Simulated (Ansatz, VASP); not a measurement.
# InRh: VASP beside Ansatz

One calculation is typed for both programs; each brings its own data sets. How far apart do they land? The cell is taken from a series of runs on this material, whose earlier steps may have relaxed, scaled, displaced or heated it; both programs get it as it stands.

Main program and level: Ansatz 0.2.0; plane waves, with VASP 6.6.1 beside it; relaxation of cell and atoms at PBEsol and zone-centre phonons at PBEsol.

### 1. The structure

It takes space group Pm-3m (No. 221, cubic). Conventional cell: a = 3.189 Å, b = 3.189 Å, c = 3.189 Å, α = 90.00°, β = 90.00°, γ = 90.00°. Nearest to In lie 8 Rh at 2.76 Å. Nearest to Rh lie 8 In at 2.76 Å. Farther neighbours are not listed.

### 2. VASP: relaxation of cell and atoms, PBEsol

The relaxed volume is the usual yardstick between codes: in a stiff, nearly cubic crystal its relative difference is about their pressure difference at one cell divided by the bulk modulus.

Lines of VASP's logs that name or quote its potential files are left out, and so is its time.

INCAR

```
SYSTEM = InRh
PREC = Accurate
ENCUT = 500
EDIFF = 1E-07
NELM = 120
ISMEAR = 1
SIGMA = 0.2
LREAL = .FALSE.
ALGO = Normal
GGA = PS
NBANDS = 20
LASPH = .TRUE.
LORBIT = 11
LWAVE = .FALSE.
LCHARG = .FALSE.
ISIF = 3
IBRION = 2
NSW = 80
EDIFFG = -0.005
GGA_COMPAT = .FALSE.
NELMIN = 4
KPAR = 2
```

POSCAR

```
InRh
1.0
    3.1891160000      0.0000000000      0.0000000000
    0.0000000000      3.1891160000      0.0000000000
    0.0000000000      0.0000000000      3.1891160000
In Rh
1 1
Direct
    0.5000000000      0.5000000000      0.5000000000
    0.0000000000      0.0000000000      0.0000000000
```

KPOINTS

```
Automatic mesh
0
Gamma
16 16 16
0 0 0
```

PAW data sets: In_d and Rh_pv (PBE family, release 64).

Run with:

```bash
mpirun -np 2 vasp_std
```

Numbers of over 12 decimals in the logs are rounded to 6 here.

The program printed:

```text
[banner, memory and clock lines left out]
running    2 mpi-ranks, on    1 nodes
 distrk:  each k-point on    1 cores,    2 groups
 distr:  one band on    1 cores,    1 groups

 POSCAR found type information on POSCAR InRh
 POSCAR found :  2 types and       2 ions
|                                                                             |
|               ----> ADVICE to this user running VASP <----                  |
|                                                                             |
|     You enforced a specific xc type in the INCAR file but a different       |
|     [... a line on the potential file left out ...]
|     I HOPE YOU KNOW WHAT YOU ARE DOING!                                     |
|                                                                             |

 LDA part: xc-table for (Slater+PW92), standard interpolation
 POSCAR, INCAR and KPOINTS ok, starting setup
 FFT: planning ... GRIDC
 FFT: planning ... GRID_SOFT
 FFT: planning ... GRID
 WAVECAR not read
 entering main loop
       N       E                     dE             d eps       ncg     rms          rms(c)
DAV:   1     0.252325024995E+03    0.25233E+03   -0.15437E+04  7204   0.194E+03
DAV:   2    -0.260193112666E+00   -0.25259E+03   -0.24457E+03  6712   0.458E+02
DAV:   3    -0.120398138535E+02   -0.11780E+02   -0.11620E+02  7388   0.107E+02
DAV:   4    -0.123083825825E+02   -0.26857E+00   -0.26835E+00  7792   0.154E+01
DAV:   5    -0.123196665921E+02   -0.11284E-01   -0.11283E-01  9108   0.327E+00    0.874E+00
DAV:   6    -0.120453577146E+02    0.27431E+00   -0.11576E+00  7576   0.117E+01    0.330E+00
DAV:   7    -0.119953902411E+02    0.49967E-01   -0.25846E-01  8716   0.613E+00    0.215E+00
DAV:   8    -0.119782633657E+02    0.17127E-01   -0.51573E-02  8700   0.217E+00    0.506E-01
DAV:   9    -0.119766045318E+02    0.16588E-02   -0.25948E-03  8064   0.729E-01    0.596E-02
DAV:  10    -0.119765813341E+02    0.23198E-04   -0.50424E-05 10244   0.101E-01    0.239E-02
DAV:  11    -0.119765804563E+02    0.87774E-06   -0.42589E-06  9884   0.240E-02    0.552E-03
DAV:  12    -0.119765807314E+02   -0.27507E-06   -0.16617E-07  5268   0.479E-03    0.152E-03
DAV:  13    -0.119765806136E+02    0.11776E-06   -0.22315E-08  3740   0.198E-03    0.173E-04
DAV:  14    -0.119765806154E+02   -0.17862E-08   -0.95755E-09  3588   0.168E-03
   1 F= -.11976581E+02 E0= -.11975631E+02  d E =-.119766E+02
 curvature:   0.00 expect dE= 0.000E+00 dE for cont linesearch  0.000E+00
 trial: gam= 0.00000 g(F)=  0.000E+00 g(S)=  0.109E-03 ort = 0.000E+00 (trialstep = 0.100E+01)
 search vector abs. value=  0.109E-03
 bond charge predicted
       N       E                     dE             d eps       ncg     rms          rms(c)
DAV:   1    -0.119810857752E+02   -0.45052E-02   -0.76358E-02  7676   0.400E+00    0.506E-01
DAV:   2    -0.119774813597E+02    0.36044E-02   -0.37346E-02  6988   0.157E+00    0.207E-01
DAV:   3    -0.119766289477E+02    0.85241E-03   -0.44460E-03  8536   0.712E-01    0.585E-02
DAV:   4    -0.119765584280E+02    0.70520E-04   -0.21802E-04  8876   0.242E-01    0.586E-02
DAV:   5    -0.119765578125E+02    0.61549E-06   -0.65320E-06  6864   0.234E-02    0.532E-02
DAV:   6    -0.119765496828E+02    0.81297E-05   -0.76602E-06  6864   0.236E-02    0.348E-03
DAV:   7    -0.119765493355E+02    0.34731E-06   -0.16181E-07  6220   0.459E-03    0.161E-03
DAV:   8    -0.119765493195E+02    0.16028E-07   -0.25344E-08  3600   0.167E-03
   2 F= -.11976549E+02 E0= -.11975596E+02  d E =0.312959E-04
 trial-energy change:    0.000031  1 .order    0.000028   -0.000109    0.000165
 step:   0.3808(harm=  0.3984)  dis= 0.00000  next Energy=   -11.976601 (dE=-0.206E-04)
 bond charge predicted
       N       E                     dE             d eps       ncg     rms          rms(c)
DAV:   1    -0.119783365758E+02   -0.17872E-02   -0.29204E-02  7668   0.246E+00    0.316E-01
DAV:   2    -0.119769427409E+02    0.13938E-02   -0.14161E-02  6996   0.972E-01    0.128E-01
DAV:   3    -0.119766231313E+02    0.31961E-03   -0.16912E-03  8536   0.442E-01    0.359E-02
DAV:   4    -0.119766001129E+02    0.23018E-04   -0.83171E-05  8880   0.149E-01    0.365E-02
DAV:   5    -0.119766002774E+02   -0.16443E-06   -0.24816E-06  6828   0.145E-02    0.329E-02
DAV:   6    -0.119766013911E+02   -0.11137E-05   -0.30790E-06  6888   0.149E-02    0.152E-03
DAV:   7    -0.119766015107E+02   -0.11965E-06   -0.44478E-08  4960   0.298E-03    0.899E-04
DAV:   8    -0.119766015345E+02   -0.23760E-07   -0.20556E-08  3464   0.163E-03
   3 F= -.11976602E+02 E0= -.11975650E+02  d E =-.209191E-04
 curvature:  -0.20 expect dE=-0.118E-07 dE for cont linesearch -0.118E-07
 trial: gam=-0.02277 g(F)=  0.376E-64 g(S)=  0.594E-07 ort = 0.255E-05 (trialstep = 0.876E+00)
 search vector abs. value=  0.132E-09
 reached required accuracy - stopping structural energy minimisation
```

OUTCAR, selected parts (step 2):

```text
ion  position               nearest neighbor table
   1  0.500  0.500  0.500-   2 2.76   2 2.76   2 2.76   2 2.76   2 2.76   2 2.76   2 2.76   2 2.76

  LATTYP: Found a simple cubic cell.
 ALAT       =     3.1891160000

 Subroutine GETGRP returns: Found 48 space group operations
 (whereof 48 operations were pure point group operations)

The static configuration has the point symmetry O_h .

 Found    165 irreducible k-points:

   k-points           NKPTS =    165   k-points in BZ     NKDIM =    165   number of bands    NBANDS=     20

   dimension x,y,z NGX =    24 NGY =   24 NGZ =   24
   dimension x,y,z NGXF=    48 NGYF=   48 NGZF=   48

   ENCUT  =  500.0 eV  36.75 Ry    6.06 a.u.   5.81  5.81  5.81*2*pi/ulx,y,z

   NELECT =      28.0000    total number of electrons

 k-points in reciprocal lattice and weights: Automatic mesh
   0.00000000  0.00000000  0.00000000       0.000
   0.06250000  0.00000000  0.00000000       0.001
   0.12500000  0.00000000  0.00000000       0.001
   0.18750000  0.00000000  0.00000000       0.001
   0.25000000  0.00000000  0.00000000       0.001
   0.31250000  0.00000000  0.00000000       0.001
   0.37500000  0.00000000  0.00000000       0.001
   0.43750000  0.00000000  0.00000000       0.001
   0.50000000  0.00000000  0.00000000       0.001
[...]
0.50000000  0.50000000  0.43750000       0.001
   0.50000000  0.50000000  0.50000000       0.000

 average (electrostatic) potential at core
       1 -89.5235       2 -70.3769

 E-fermi :  11.5426

 k-point     1 :       0.0000    0.0000    0.0000
  band No.  band energies     occupation
    ...
     10       8.1057      2.00000
     11       8.1057      2.00000
     12      10.2978      2.00000
     13      10.2978      2.00000
     14      10.2978      2.00000
     15      16.0930      0.00000
     16      16.0930      0.00000
     17      16.0930      0.00000
     18      22.5567      0.00000
     19      23.3265      0.00000
    ...

 k-point     2 :       0.0625    0.0000    0.0000
  band No.  band energies     occupation
    ...
     10       8.1050      2.00000
     11       8.1161      2.00000
     12      10.2221      2.00000
     13      10.2221      2.00000
     14      10.2932      2.00000
     15      15.6792      0.00000
     16      16.2513      0.00000
     17      16.2513      0.00000
     18      22.7501      0.00000
     19      23.2556      0.00000
    ...

 k-point     3 :       0.1250    0.0000    0.0000
  band No.  band energies     occupation
    ...
     10       8.1031      2.00000
     11       8.1323      2.00000
     12      10.0216      2.00000
     13      10.0216      2.00000
     14      10.2801      2.00000
     15      14.7223     -0.00000
     16      16.6993      0.00000
     17      16.6993      0.00000
     18      22.8380      0.00000
     19      23.0576      0.00000
    ...

  Total        0.0009061      0.0009061      0.0009061      0.0000000      0.0000000     -0.0000000
  in kB        0.0447084      0.0447084      0.0447084      0.0000000      0.0000000     -0.0000000
  external PRESSURE =       0.0447084 kB  Pullay stress =       0.0000000 kB

  energy-cutoff  :      500.00
  volume of cell :       32.47
      direct lattice vectors                 reciprocal lattice vectors
     3.190254692  0.000000000  0.000000000     0.313454597 -0.000000000  0.000000000
     0.000000000  3.190254692  0.000000000    -0.000000000  0.313454597  0.000000000
    -0.000000000 -0.000000000  3.190254692    -0.000000000 -0.000000000  0.313454597

 POSITION                                       TOTAL-FORCE (eV/Angst)
 -----------------------------------------------------------------------------------
      1.59513      1.59513      1.59513         0.000000     -0.000000      0.000000
      0.00000      0.00000      0.00000        -0.000000      0.000000      0.000000
 -----------------------------------------------------------------------------------
    total drift:                                0.000000      0.000000     -0.000000

  FREE ENERGIE OF THE ION-ELECTRON SYSTEM (eV)
  ---------------------------------------------------
  free  energy   TOTEN  =       -11.9766015345 eV

  energy  without entropy=      -11.9737483783  energy(sigma->0) =      -11.97565048

 reached required accuracy - stopping structural energy minimisation

 total charge
# of ion       s       p       d       tot
------------------------------------------
    1        0.809   0.826   9.934  11.569
    2        0.291   6.206   7.361  13.859
--------------------------------------------------
tot          1.100   7.032  17.295  25.427

[... 3 further parts left out ...]
```

### 3. Ansatz: relaxation of cell and atoms, PBEsol

Ansatz runs on its PAW soft_1 files.

The same cell, functional, mesh and smearing now go to Ansatz, which takes its cutoff from its data sets.

input.yaml

```yaml
crystal:
  lattice:
    - [3.1891157235, 0.0, 0.0]
    - [0.0, 3.1891157235, 0.0]
    - [0.0, 0.0, 3.1891157235]
  atoms:
    - { symbol: In, position: [0.5, 0.5, 0.5] }
    - { symbol: Rh, position: [0.0, 0.0, 0.0] }
kpoints:
  mp_grid: { grid: [16, 16, 16] }
hamiltonian:
  xc: pbesol
  pseudopotentials: { kind: paw, azcp: { folder: soft_1 }, xc_functional: pbe }
scf:
  occupations: { method: methfessel_paxton, width: 0.2 }
output:
  forces: true
  stress: true
  eigenvalues: true
  write_density: true
  write_potential: true
  elf: true
  volumetric_format: npy
relax:
  adjacent_minimum: "off"
  f_tol: 0.001
  max_steps: 60
  cell: { stress_tol: 0.01 }
```

Run with:

```bash
ansatz run input.yaml --threads 4 --pin off --max-ram 10240MiB --backend cpu --events-out ev --progress --plain --runs-dir out
```

The program printed:

```text
Engine: ansatz 0.2.0, aarch64-unknown-linux-gnu
Pseudopotentials: kind: paw
Pseudopotential: In, paw, valence charge 13, recommended cutoff 420 eV (normal), soft_1/In.paw.azcp
Pseudopotential: Rh, paw, valence charge 17, recommended cutoff 420 eV (normal), soft_1/Rh.paw.azcp
Functional definition: PBEsol
  exchange = pbesol_x
  correlation = pbesol_c
Crystal: 2 atoms, lattice volume = 32.435 Å³
Basis set: ecut = 420 eV, 619 PW (Γ), exchange–correlation on 48×48×48 points (8 copies of the dense FFT grid, shifted against one another)
Bands: 19, of which v1, the nominal top of the filled ones, is band 15 counted from 1 (14 counted from 0)
Symmetry: 48 space group operations
Space group: Pm-3m (ITA 221), of the structure as read, at distance tolerance 3.2e-5 Å
k-points: 165 of 4096
Non-local potential: In, projectors of the file, l = 0: 2, l = 1: 2, l = 2: 2, l = 3: 1
Non-local potential: Rh, projectors of the file, l = 0: 3, l = 1: 2, l = 2: 2, l = 3: 1
PAW form: soft (Blöchl's): semilocal exchange-correlation on the pseudo side does not see the compensation charge
PAW frozen core: In, regenerated for the run's functional, and the local potential with it (the file was generated under x = pbe(κ = 0.804, μ = 0.219515), c = pbe(β = 0.066725))
PAW frozen core: Rh, regenerated for the run's functional, and the local potential with it (the file was generated under x = pbe(κ = 0.804, μ = 0.219515), c = pbe(β = 0.066725))
PAW one-centre angular grid: In, 590 points (default); XC on 64 Gauss nodes
PAW one-centre angular grid: Rh, 590 points (default); XC on 64 Gauss nodes
Initial density: superposition of atomic densities (chi_scale 0.1, normalization cell, long waves kept (reshape's long-wave potential 0.00 eV rms))
Initial wavefunctions: pseudopotential atomic-orbital guess
Functional: x = pbesol(κ = 0.804, μ = 0.123457), c = pbesol(β = 0.046)
SCF iter   1: F=—  HF=-11866.078479 eV  |F-HF|=—  |Δ(HF+E_count)|=         —  Δρ=1.12e-1  dr2=4.91e0  ethr=3.10e-3  ⟨swp⟩=4.9  Hψ=12825  notcnv=0
preconditioner: auto → none  [metal: Δε(μ)=0.040 eV  Ē_g=13.746 eV  σ=0.200 eV  W_gap=0.17  n_scr=6 (ndim 8)  ℏωp=30.6 eV  f_vac=0.000  D(μ)=1.07/eV (n_scr^D=6)  sad-step TF]
SCF iter   2: F=—  HF=-11865.484718 eV  |F-HF|=—  |Δ(HF+E_count)|=   5.94e-1  S|Δr|=    0.00e0  Δρ=6.62e-2  dr2=1.89e0  ethr=3.10e-3  ⟨swp⟩=2.2  Hψ=5548  notcnv=0
SCF iter   3: F=—  HF=-11865.126426 eV  |F-HF|=—  |Δ(HF+E_count)|=   3.58e-1  S|Δr|=    0.00e0  Δρ=6.26e-3  dr2=8.52e-3  ethr=3.10e-3  ⟨swp⟩=2.0  Hψ=4613  notcnv=0
SCF iter   4: F=—  HF=-11865.126419 eV  |F-HF|=—  |Δ(HF+E_count)|=   7.06e-6  S|Δr|=    0.00e0  Δρ=2.39e-3  dr2=1.57e-3  ethr=2.84e-5  ⟨swp⟩=2.0  Hψ=5482  notcnv=0
SCF iter   5: F=—  HF=-11865.125535 eV  |F-HF|=—  |Δ(HF+E_count)|=   8.84e-4  S|Δr|=    0.00e0  Δρ=3.99e-4  dr2=5.38e-5  ethr=5.25e-6  ⟨swp⟩=2.0  Hψ=4587  notcnv=0
SCF iter   6: F=—  HF=-11865.125523 eV  |F-HF|=—  |Δ(HF+E_count)|=   1.18e-5  S|Δr|=    0.00e0  Δρ=4.10e-5  dr2=2.31e-7  ethr=1.79e-7  ⟨swp⟩=2.5  Hψ=4814  notcnv=0
SCF iter   7: F=-11865.125523 eV  HF=-11865.125523 eV  |F-HF|=7.80e-9  |Δ(HF+E_count)|=   9.36e-8  S|Δr|=    0.00e0  Δρ=6.62e-6  dr2=1.01e-8  ethr=3.33e-10  ⟨swp⟩=8.4  Hψ=20312  notcnv=0
SCF 1 converged in 7 iterations: F = -11865.125523 eV  dr2 = 1.01e-8
  greatest PAW one-centre occupation: 0.999 electrons in one spin orbital (limit 2), on the Rh atom at site 1 (counted from 0), in its partial waves of l = 0
relax step   1: F+E_penalty+E_count = -11865.12552329 eV  Δ(F+E_penalty+E_count) = +0.000e0 eV  max|allowed force component| = 2.702e-29 eV/Å  Δτ_max = 0.0000 Å  P = -0.024 GPa  Ω = 32.435 Å³  (7 SCF iters, dr2 threshold 1.00e-7 eV, accepted)
[...]
relax step   2: F+E_penalty+E_count = -11865.12552633 eV  Δ(F+E_penalty+E_count) = -3.037e-6 eV  max|allowed force component| = 4.470e-30 eV/Å  Δτ_max = 0.0000 Å  P = +0.034 GPa  Ω = 32.424 Å³  energy of the carried Pulay correction = +3.341e-6 eV  (3 SCF iters, dr2 threshold 1.44e-9 eV, rejected (line search))
[...]
relax step   3: F+E_penalty+E_count = -11865.12552504 eV  Δ(F+E_penalty+E_count) = -1.741e-6 eV  max|allowed force component| = 3.616e-30 eV/Å  Δτ_max = 0.0000 Å  P = -0.000 GPa  Ω = 32.430 Å³  energy of the carried Pulay correction = +1.395e-6 eV  (5 SCF iters, accepted)
[...]
relax step   4: F+E_penalty+E_count = -11865.12552340 eV  Δ(F+E_penalty+E_count) = +1.632e-6 eV  max|allowed force component| = 2.104e-30 eV/Å  Δτ_max = 0.0000 Å  P = -0.000 GPa  Ω = 32.430 Å³  stress off target by 8.66e-5 GPa  SCF on the basis re-selected at this cell (its energy is not comparable with the rows above)  (4 SCF iters)
basis re-selected at this cell: Δ(F+E_penalty+E_count) = +1.632e-6 eV, ΔP = +0.000 GPa vs the last step (what re-selecting the basis moved, of the pressure what is left beyond the Pulay correction that the steps carried, after the strain that the cell walked since its last selection, with what the two solves' SCF thresholds leave and, on support functions, any second-order correction that the steps lacked; it is no m [...]
SCF converged after 4 iterations
Stability not checked: this state was not tested for a lower state beside it, because cold or Methfessel-Paxton smearing, or corrected tetrahedra, fill the levels in a way that the test cannot read (fill_not_monotonic; see scf.lower_state_search)
Free energy (F): -11865.125523 eV
Harris-Foulkes:  -11865.125523 eV  (|F-HF|=3.64e-12)
Internal energy: -11865.122677 eV  (E = F + TS)
E sigma→0 (E₀):  -11865.124812 eV
Entropy (-TS):   -0.002847 eV (-1.423 meV/atom)
Fermi energy:    18.284241 eV
--- Per-component energies (eV) ---
  E_band       = -70.941052
  E_kinetic    = 760.856621
  E_local      = -2450.671471  (includes V_loc(G=0)·N_el)
  E_nonlocal   = 631.892523
  E_hartree    = 950.181673
  E_xc         = -343.121852
  E_vxc        = -343.523650  (∫ρ·V_xc dr)
  E_paw        = -7680.631303  (= ΣΔE_a)
  E_vpaw       = -569.858592  (= ΣTr[D̂ρ^β])
  E_aug_tail   = 0.000170  (compensation charges beyond the density's cutoff)
  E_ewald      = -3734.141143
  E_core_change = 0.512104  (= ΣΔE_core)
  E_smearing   = -0.002847  (= −TS)
  E_closure    = -0.000000  (closes the sum)
  Σ components = -11865.125523   (vs F -11865.125523, Δ=0.00e0)
--- Forces (eV/Å), atoms counted from 1 ---
  atom   1  In     0.00000000     0.00000000    -0.00000000
  atom   2  Rh     0.00000000     0.00000000     0.00000000
  max |Σ_I F_I| component: 4.21e-30 eV/Å
--- Stress (GPa, compression-positive) ---
       -0.000087       0.000000      -0.000000
        0.000000      -0.000087      -0.000000
       -0.000000      -0.000000      -0.000087
  P = ⅓ Tr σ = -0.0001 GPa (-0.001 kbar)
--- Band table (eV; the first three rows and the last of 165) ---
  k-point 0: bands = [... 11 lower, 14.8393, 17.0354, 17.0354, 17.0354, 22.8411, 22.8411, 22.8411, 29.3223]
  k-point 1: bands = [... 11 lower, 14.8497, 16.9596, 16.9596, 17.0308, 22.4274, 22.9993, 22.9993, 29.5125]
  k-point 2: bands = [... 11 lower, 14.8661, 16.7589, 16.7589, 17.0178, 21.4704, 23.4473, 23.4473, 29.5927]
  k-point 164: bands = [... 11 lower, 13.4257, 17.8028, 17.8028, 18.5595, 22.5584, 22.5584, 22.5584, 23.9854]
--- Relaxed structure (3 steps of the walk, 2 accepted, 1 SCFs on fresh bases) ---
  F+E_penalty+E_count = -11865.12552340 eV   max|allowed force component| = 2.104e-30 eV/Å   (the final SCF, on the basis selected at the relaxed cell)
  cell:  # Å, volume = 32.4303 Å³
    - [3.188969, 0, 0.0]
    - [0, 3.188969, 0]
    - [0.0, 0, 3.188969]
  atoms:
    - { symbol: In, position: [0.5, 0.5, 0.5] }
    - { symbol: Rh, position: [0, 0, 0] }
```

### 4. Side by side

Known differences besides the potentials themselves: the data sets hold 30 valence electrons in Ansatz (on its PAW soft_1 files) and 28 in VASP; the cutoff is 420 eV in Ansatz and 500 eV in VASP; Ansatz makes its cores anew for this functional, VASP keeps those of its PBE data sets; Ansatz adds a Pulay correction to the stress that steers its cell, VASP none. Total energies have different zeros and are not compared.

Compared:

```
                                         quantity  Ansatz   VASP  difference
                                      volume (Å³)   32.43  32.47     -0.12 %
edge a after relaxation, in the typed setting (Å)   3.189  3.190     -0.04 %
```

(Part 1 of 2 ends here.)

[Lines on the potential files, build, host, timing and source positions are cut from VASP's logs without a mark.]

[Logs are printed without paths, hosts, clocks, repeated set-up lines and the standing remarks that a program may print on its own settings, such as how far it seeks lower states.]

[Hosts, paths, dates, database ids (printed as entryN), source tags and the programs' standing remarks are cut or masked in the printed files.]
